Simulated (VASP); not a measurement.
Consider the following.

```
CELL_PARAMETERS angstrom
      0.00000     2.92586     2.92586
      2.92586     0.00000     2.92586
      2.92586     2.92586     0.00000
ATOMIC_POSITIONS crystal
  Sr 0.00000 0.00000 0.00000
```

These are r2SCAN meta-GGA, VASP's PBE PAW potentials (set 64) (plane waves; VASP) values and carry that method's errors. Run with 480 eV cut-off, 10×10×10 Γ-centred mesh, first-order Methfessel-Paxton smearing of 0.10 eV, potentials Sr_sv.

**Question.** Give the stress tensor in GPa (positive for a compressed cell).

**Answer.** 
```
1.67  0.00  0.00
0.00  1.67  0.00
0.00  0.00  1.67
```
The pressure is its mean diagonal, 1.67 GPa.

The compound is Sr in the fcc structure. This cell was strained or had an atom moved on purpose.
